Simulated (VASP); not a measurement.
K3S4N2O14 (a cell with a defect), 23 atoms in the cell. The cell holds a defect, 23 atoms: a = 7.211 Å, b = 7.232 Å, c = 7.524 Å, α = 82.00°, β = 67.00°, γ = 75.00°. 

* Program: VASP 6.6.1
* Task: single point
* Functional: PBE
* Dispersion: D3(BJ)
* Potentials or basis: VASP PAW PBE potentials, release 64 (K_sv, S, N, O)
* Cutoff: 520 eV
* k mesh: 2 × 1 × 1
* Occupations: fermi-dirac, width 0.05 eV
* Spin: no spin polarisation
* Dipole correction: no
* Charge: -1
* Further INCAR settings: LREAL = Auto; ALGO = Fast; EDIFF = 1e-06; NBANDS = 90; NELECT = 146.0

Potentials or basis: VASP PAW PBE potentials, release 64 (K_sv, S, N, O).

Command:

```sh
$ cat potpaw_PBE.64/K_sv/POTCAR potpaw_PBE.64/S/POTCAR potpaw_PBE.64/N/POTCAR potpaw_PBE.64/O/POTCAR > POTCAR
$ mpirun -np 1 vasp_std > vasp.out
```

Hardware: 1 thread of Intel(R) Xeon(R) 6975P-C (Granite Rapids) (shared host).

How long does it take, and how much memory?

Wall time 2.7 min on 1 thread of Intel(R) Xeon(R) 6975P-C (Granite Rapids), with other jobs on the host, peak memory 0.4 GiB. Counts: scf iterations 26, k points 2.
